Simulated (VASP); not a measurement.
Level of theory: PBE GGA, VASP's PBE PAW potentials (set 64) (plane waves; VASP 6.6.1).

VASP ran on this input.

INCAR:
```
! general
SYSTEM =K
PREC   =Accurate
ENCUT  =480
LREAL  =.FALSE.
LASPH  =.TRUE.

! electronic loop
EDIFF  =1E-7
NELM   =100
ALGO   =Normal

! smearing
ISMEAR =1
SIGMA  =0.1

! functional
GGA    =PE

! ions
IBRION =2
NSW    =40
ISIF   =3
EDIFFG =-0.01
PSTRESS=10

! output
LWAVE  =.FALSE.
LCHARG =.FALSE.
```

File POSCAR:
```
K
1
   -2.4738591351     2.4738591351     2.4738591351
    2.4738591351    -2.4738591351     2.4738591351
    2.4738591351     2.4738591351    -2.4738591351
K
1
Direct
  1.0000000000   0.0000000000   1.0000000000
```

### KPOINTS
```
kpoints
0
gamma
 10 10 10
0 0 0
```

POTCAR, in this order: K_sv (PBE.64 set). Program: vasp_std.

Output

### OSZICAR
```
       N       E                     dE             d eps       ncg     rms          rms(c)
DAV:   1     0.468568850142E+02    0.46857E+02   -0.36953E+03   752   0.830E+02
DAV:   2     0.254937698620E+00   -0.46602E+02   -0.46434E+02   760   0.221E+02
DAV:   3    -0.981499052685E+00   -0.12364E+01   -0.12306E+01  1168   0.335E+01
DAV:   4    -0.100749840423E+01   -0.25999E-01   -0.26058E-01  1200   0.366E+00
DAV:   5    -0.100763616629E+01   -0.13776E-03   -0.13776E-03  1272   0.217E-01    0.260E+00
DAV:   6    -0.100701710963E+01    0.61906E-03   -0.22884E-03  1176   0.391E-01    0.164E+00
DAV:   7    -0.100724934422E+01   -0.23223E-03   -0.42389E-03  1176   0.492E-01    0.734E-02
DAV:   8    -0.100726715112E+01   -0.17807E-04   -0.27419E-04  1152   0.217E-01    0.210E-02
DAV:   9    -0.100728022807E+01   -0.13077E-04   -0.16009E-05  1112   0.326E-02    0.772E-03
DAV:  10    -0.100728053656E+01   -0.30849E-06   -0.22181E-06  1128   0.126E-02    0.243E-03
DAV:  11    -0.100728044565E+01    0.90914E-07   -0.84551E-08  1144   0.414E-03
   1 F= -.62929567E+00 E0= -.62894193E+00  d E =-.629296E+00
```

**OUTCAR**
```
------------------------ aborting loop because EDIFF is reached ----------------------------------------
  FORCE on cell =-STRESS in cart. coord.  units (eV):
  Direction    XX          YY          ZZ          XY          YZ          ZX
  --------------------------------------------------------------------------------------
  Total        0.3848970      0.3848970      0.3848970      0.0000000      0.0000000     -0.0000000
  in kB       10.1828707     10.1828707     10.1828707      0.0000000      0.0000000     -0.0000000
  external PRESSURE =       0.1828707 kB  Pullay stress =      10.0000000 kB
  volume of cell :       60.56
      direct lattice vectors                 reciprocal lattice vectors
    -2.473859135  2.473859135  2.473859135     0.000000000  0.202113367  0.202113367
     2.473859135 -2.473859135  2.473859135     0.202113367  0.000000000  0.202113367
     2.473859135  2.473859135 -2.473859135     0.202113367  0.202113367  0.000000000
 POSITION                                       TOTAL-FORCE (eV/Angst)
 -----------------------------------------------------------------------------------
      0.00000      0.00000      0.00000         0.000000     -0.000000     -0.000000
 -----------------------------------------------------------------------------------
    total drift:                                0.000000      0.000000      0.000000
  FREE ENERGIE OF THE ION-ELECTRON SYSTEM (eV)
  ---------------------------------------------------
  free  energy   TOTEN  =        -1.0072804456 eV

  energy  without entropy=       -1.0062192203  energy(sigma->0) =       -1.00692670
  enthalpy is  TOTEN    =        -0.6292956690 eV   P V=        0.3779847767

 reached required accuracy - stopping structural energy minimisation
```
(Selected blocks of OUTCAR.)

The compound is K in the bcc structure. It was relaxed first under an external pressure of 1 GPa.
